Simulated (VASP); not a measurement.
# Al4B3P (P-3m1) in VASP: single point with PBE

Aim: the single point of Al4B3P with PBE.

All numbers are computed with VASP 6.6.1; they aren't measurements. Logs are shortened: lines on timing, memory, paths and dates and some standing lists are left out, and cuts for length are marked.

## 1. The crystal as given

It takes space group P-3m1 (No. 164, trigonal). The conventional cell has a = 3.039 Å, b = 3.039 Å, c = 23.813 Å, α = 90.00°, β = 90.00°, γ = 120.00°. Al (site symmetry 3m) is surrounded by 3 P at 2.56 Å and 3 Al at 2.83 Å. Al (site symmetry 3m) is surrounded by 6 B at 2.39 to 2.43 Å and 3 P at 2.49 Å. Al (site symmetry 3m) has 12 B at 2.38 to 2.42 Å as nearest neighbours. Around Al (site symmetry 3m) lie 12 Al at 2.82 to 3.04 Å. Around B (site symmetry 3m) lie 3 B at 1.76 Å. Around B (site symmetry 3m) lie 3 B at 1.76 Å. Around B (site symmetry 3m) lie 3 B at 1.76 Å. P (site symmetry 3m) is surrounded by 6 Al at 2.49 to 2.56 Å.

The cell was built by a generator and needn't be a form met in nature.

## 2. Single point, PBE

Input file INCAR:

```
SYSTEM = Al4B3P
ALGO = Fast ; EDIFF = 1E-5
ENCUT = 520 ; GGA = PE
ISIF = 2 ; ISMEAR = 0
LASPH = .True. ; LCHARG = .False.
LREAL = Auto ; LWAVE = .False.
NELM = 80 ; PREC = Normal
SIGMA = 0.15
```

Input file KPOINTS:

```
k-points
0
Gamma
  8 8 1
  0 0 0
```

Input file POSCAR:

```
Al4B3P
1.0
    3.0393210000      0.0000000000      0.0000000000
   -1.5196600000      2.6321290000      0.0000000000
    0.0000000000      0.0000000000     23.8130700000
Al B P
8 6 2
Direct
    0.6666670000      0.3333330000      0.3602500000
    0.0000000000      0.0000000000      0.7923770000
    0.0000000000      0.0000000000      0.2076230000
    0.0000000000      0.0000000000      0.9306340000
    0.0000000000      0.0000000000      0.0693660000
    0.3333330000      0.6666670000      0.6397500000
    0.3333330000      0.6666670000      0.4535610000
    0.6666670000      0.3333330000      0.5464390000
    0.6666670000      0.3333330000      0.8629890000
    0.3333330000      0.6666670000      0.8603960000
    0.3333330000      0.6666670000      0.1370110000
    0.6666670000      0.3333330000      0.1396040000
    0.3333330000      0.6666670000      0.9993510000
    0.6666670000      0.3333330000      0.0006490000
    0.3333330000      0.6666670000      0.2817990000
    0.6666670000      0.3333330000      0.7182010000
```

Potentials or basis: VASP PAW PBE potentials, release 64 (Al, B, P).

Run with:

```sh
$ cat potpaw_PBE.64/Al/POTCAR potpaw_PBE.64/B/POTCAR potpaw_PBE.64/P/POTCAR > POTCAR
$ mpirun -np 1 vasp_std > vasp.out
```

OUTCAR:

```text
SYSTEM = Al4B3P
   EDIFF = 1E-5
   ENCUT = 520
   GGA = PE
   ISIF = 2
   ISMEAR = 0
   LASPH = .True.
   LREAL = Auto
   NELM = 80
   PREC = Normal

 ion  position               nearest neighbor table
   1  0.667  0.333  0.360-  15 2.56  15 2.56  15 2.56   7 2.83   7 2.83   7 2.83
   2  0.000  0.000  0.792-  10 2.39  10 2.39  10 2.39   9 2.43   9 2.43   9 2.43  16 2.49  16 2.49
                            16 2.49   4 3.29
   3  0.000  0.000  0.208-  12 2.39  12 2.39  12 2.39  11 2.43  11 2.43  11 2.43  15 2.49  15 2.49
                            15 2.49   5 3.29
   4  0.000  0.000  0.931-   9 2.38   9 2.38   9 2.38  13 2.40  13 2.40  13 2.40  14 2.42  14 2.42
                            14 2.42  10 2.42  10 2.42  10 2.42   2 3.29   5 3.30
   5  0.000  0.000  0.069-  11 2.38  11 2.38  11 2.38  14 2.40  14 2.40  14 2.40  13 2.42  13 2.42
                            13 2.42  12 2.42  12 2.42  12 2.42   3 3.29   4 3.30
   6  0.333  0.667  0.640-  16 2.56  16 2.56  16 2.56   8 2.83   8 2.83   8 2.83
   7  0.333  0.667  0.454-   8 2.82   8 2.82   8 2.82   1 2.83   1 2.83   1 2.83
   8  0.667  0.333  0.546-   7 2.82   7 2.82   7 2.82   6 2.83   6 2.83   6 2.83
   9  0.667  0.333  0.863-  10 1.76  10 1.76  10 1.76   4 2.38   4 2.38   4 2.38   2 2.43   2 2.43
                             2 2.43
  10  0.333  0.667  0.860-   9 1.76   9 1.76   9 1.76   2 2.39   2 2.39   2 2.39   4 2.42   4 2.42
                             4 2.42
  11  0.333  0.667  0.137-  12 1.76  12 1.76  12 1.76   5 2.38   5 2.38   5 2.38   3 2.43   3 2.43
                             3 2.43
  12  0.667  0.333  0.140-  11 1.76  11 1.76  11 1.76   3 2.39   3 2.39   3 2.39   5 2.42   5 2.42
                             5 2.42
  13  0.333  0.667  0.999-  14 1.76  14 1.76  14 1.76   4 2.40   4 2.40   4 2.40   5 2.42   5 2.42
                             5 2.42
  14  0.667  0.333  0.001-  13 1.76  13 1.76  13 1.76   5 2.40   5 2.40   5 2.40   4 2.42   4 2.42
                             4 2.42
  15  0.333  0.667  0.282-   3 2.49   3 2.49   3 2.49   1 2.56   1 2.56   1 2.56
  16  0.667  0.333  0.718-   2 2.49   2 2.49   2 2.49   6 2.56   6 2.56   6 2.56

  LATTYP: Found a hexagonal cell.
 ALAT       =     3.0393210000
 C/A-ratio  =     7.8349966983

  Lattice vectors:

 A1 = (   3.0393210000,   0.0000000000,   0.0000000000)
 A2 = (  -1.5196600000,   2.6321290000,   0.0000000000)
 A3 = (   0.0000000000,   0.0000000000,  23.8130700000)

Analysis of symmetry for initial positions (statically):
=====================================================================
 Subroutine PRICEL returns:
 Original cell was already a primitive cell.

 Routine SETGRP: Setting up the symmetry group for a
 hexagonal supercell.

 Subroutine GETGRP returns: Found 12 space group operations
 (whereof 12 operations were pure point group operations)
 out of a pool of 24 trial point group operations.

The static configuration has the point symmetry D_3d.

Analysis of symmetry for dynamics (positions and initial velocities):
[... 140 lines left out ...]
   EFERMI_NEDOS =   21; number of points for ismear=-14 and -15
   IALGO  =     68    algorithm
   IMIX   =      4    mixing-type and parameters
     AMIX     =   0.40;   BMIX     =  1.00
     AMIX_MAG =   1.60;   BMIX_MAG =  1.00
  volume/ion in A,a.u.               =      11.91        80.35
  Fermi-wavevector in a.u.,A,eV,Ry     =   1.061963  2.006820 15.344193  1.127766
  Thomas-Fermi vector in A             =   2.197398
   LORBIT       =      0    0 simple, 1 ext, 2 COOP (PROOUT), +10 PAW based schemes
   GGA     = PE    functional components
   LHFCALC =     F    Hartree Fock is set to
   AEXX    =    0.0000 exact exchange contribution
   IVDW    =     0    specifies the selected vdW correction
   LEPSILON=     F    determine dielectric tensor
   LRPA    =     F    only Hartree local field effects (RPA)
 non-spin polarized calculation
 RMM-DIIS sequential band-by-band and
 Gauss-broadening in eV      SIGMA  =   0.15
  energy-cutoff  :      520.00
  volume of cell :      190.50
 maximum number of plane-waves:      5168
   NGX = 11   NGY = 11   NGZ = 89

 number of electron      51.9999988 magnetization

 Free energy of the ion-electron system (eV)
  ---------------------------------------------------
  ext. energy  EPLUGINS =         0.00000000
  ---------------------------------------------------
  free energy    TOTEN  =       -80.49103315 eV

  energy without entropy =      -80.42915641  energy(sigma->0) =      -80.46009478

 E-fermi :   8.8483     XC(G=0): -10.9760

 val. band max:        8.8422769363   @ k =   0.3750   0.2500   0.0000
 cond. band min:       8.9018011851   @ k =   0.2500   0.1250   0.0000
 fundamental gap:      0.0595242488
 Fermi energy:         8.8483238381

 k-point     1 :       0.0000    0.0000    0.0000
  band No.  band energies     occupation
      1      -6.4107      2.00000
      2      -6.0196      2.00000
      3      -5.5088      2.00000
      4      -5.0401      2.00000
      5      -4.6755      2.00000
      6      -1.7113      2.00000
[... 369 lines left out ...]
     34       9.8946      0.00000
     35      10.4901      0.00000

------------------------ aborting loop because EDIFF is reached ----------------------------------------

  FORCE on cell =-STRESS in cart. coord.  units (eV):
  Direction    XX          YY          ZZ          XY          YZ          ZX
  --------------------------------------------------------------------------------------
  -------------------------------------------------------------------------------------
  Total       -0.4249675     -0.4249675      0.8779017     -0.0000001      0.0000000      0.0000000
  in kB       -3.5741042     -3.5741036      7.3834159     -0.0000007      0.0000000      0.0000000
  external PRESSURE =       0.0784027 kB  Pullay stress =       0.0000000 kB

 VOLUME and BASIS-vectors are now :
 -----------------------------------------------------------------------------
  energy-cutoff  :      520.00
  volume of cell :      190.50
      direct lattice vectors                 reciprocal lattice vectors
     3.039321000  0.000000000  0.000000000     0.329020857  0.189960232  0.000000000
    -1.519660000  2.632129000  0.000000000     0.000000000  0.379920589  0.000000000
     0.000000000  0.000000000 23.813070000     0.000000000  0.000000000  0.041993745

 POSITION                                       TOTAL-FORCE (eV/Angst)
 -----------------------------------------------------------------------------------
      1.51966      0.87738      8.57866        -0.000000     -0.000000      0.283976
      0.00000      0.00000     18.86893        -0.000000     -0.000000      0.153987
      0.00000      0.00000      4.94414        -0.000000      0.000000     -0.153987
      0.00000      0.00000     22.16125        -0.000000      0.000000      0.050146
      0.00000      0.00000      1.65182        -0.000000      0.000000     -0.050146
     -0.00000      1.75475     15.23441        -0.000000      0.000000     -0.283976
[... 8 lines left out ...]
     -0.00000      1.75475      6.71050         0.000000     -0.000000      0.088950
      1.51966      0.87738     17.10257        -0.000000      0.000000     -0.088950
 -----------------------------------------------------------------------------------
    total drift:                               -0.000000      0.000000     -0.000000

  FREE ENERGIE OF THE ION-ELECTRON SYSTEM (eV)
  ---------------------------------------------------
  free  energy   TOTEN  =       -80.4910331452 eV

  energy  without entropy=      -80.4291564095  energy(sigma->0) =      -80.46009478
```

OSZICAR:

```text
N       E                     dE             d eps       ncg     rms          rms(c)
DAV:   1     0.129940578376E+03    0.12994E+03   -0.21175E+04   700   0.127E+03
DAV:   2    -0.728634745849E+02   -0.20280E+03   -0.19532E+03   911   0.195E+02
DAV:   3    -0.861426295203E+02   -0.13279E+02   -0.13031E+02   896   0.467E+01
DAV:   4    -0.863803517011E+02   -0.23772E+00   -0.23625E+00   869   0.654E+00
DAV:   5    -0.863841051185E+02   -0.37534E-02   -0.37502E-02   858   0.841E-01    0.117E+01
RMM:   6    -0.100151941311E+03   -0.13768E+02   -0.43270E+01   890   0.117E+01    0.108E+01
RMM:   7    -0.812341400135E+02    0.18918E+02   -0.11881E+01   731   0.826E+00    0.553E+00
RMM:   8    -0.805007756144E+02    0.73336E+00   -0.42176E+00   810   0.605E+00    0.174E+00
RMM:   9    -0.805439414332E+02   -0.43166E-01   -0.86752E-01   824   0.264E+00    0.970E-01
RMM:  10    -0.804989338509E+02    0.45008E-01   -0.12171E-01   814   0.112E+00    0.448E-01
RMM:  11    -0.804919309927E+02    0.70029E-02   -0.31896E-02   817   0.606E-01    0.180E-01
RMM:  12    -0.804916163342E+02    0.31466E-03   -0.95353E-03   818   0.299E-01    0.905E-02
RMM:  13    -0.804911269183E+02    0.48942E-03   -0.23613E-03   820   0.154E-01    0.453E-02
RMM:  14    -0.804910670671E+02    0.59851E-04   -0.39067E-04   842   0.664E-02    0.319E-02
RMM:  15    -0.804910388341E+02    0.28233E-04   -0.26990E-04   817   0.439E-02    0.104E-02
RMM:  16    -0.804910331452E+02    0.56890E-05   -0.29164E-05   600   0.223E-02
   1 F= -.80491033E+02 E0= -.80460095E+02  d E =-.618767E-01
```

It took 39 s on 1 thread of Intel Xeon Platinum 8488C (Sapphire Rapids), shared host; peak memory 0.22 GiB.

Results:

```
Free energy            : -80.4910 eV
Pressure               : 0.0 GPa
Largest force          : 0.284 eV/Å
Band gap on the k mesh : none (metal or under the smearing width)
```

Forces on the atoms (eV/Å):
```
Al   0.000  0.000  0.284
Al   0.000  0.000  0.154
Al   0.000  0.000 -0.154
Al   0.000  0.000  0.050
Al   0.000  0.000 -0.050
Al   0.000  0.000 -0.284
Al   0.000  0.000  0.041
Al   0.000  0.000 -0.041
B    0.000  0.000  0.007
B    0.000  0.000  0.008
B    0.000  0.000 -0.007
B    0.000  0.000 -0.008
B    0.000  0.000  0.022
B    0.000  0.000 -0.022
P    0.000  0.000  0.089
P    0.000  0.000 -0.089
```

Levels at points of the mesh, in eV from the Fermi level:
| k point | band 24 | band 25 | band 26 | band 27 | band 28 | band 29 |
| --- | --- | --- | --- | --- | --- | --- |
| (0.00, 0.00, 0.00) | 2.33 | 2.33 | 2.33 | 2.33 | 3.52 | 3.52 |
| (0.50, 0.00, 0.00) | -1.85 | -1.58 | -1.17 | -0.30 | -0.27 | -0.27 |
